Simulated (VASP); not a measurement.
Consider the following.

```
CELL_PARAMETERS angstrom
      2.88874     0.00000     0.00000
      0.00000     2.88874     0.00000
      0.00000     0.00000     2.88874
ATOMIC_POSITIONS crystal
  Al 0.50000 0.50000 0.50000
  Ni 0.00000 0.00000 0.00000
```

Computed with optB88-vdW, VASP's PBE PAW potentials (set 64) (plane waves; VASP). Run with 520 eV cut-off, Gaussian smearing of 0.050 eV, potentials Al Ni.

Q: Predict the band gap (along the path) with the smallest direct gap where there is one.

A: 
```json
{
  "band gap (along the path)": "none (metal, semimetal or under 0.01 eV)"
}
```

The compound is NiAl in the CsCl type structure. It was relaxed first. The run is not spin-polarised, so no magnetic state was tried. The electron count is odd and the run is not spin-polarised, which forces a metal.
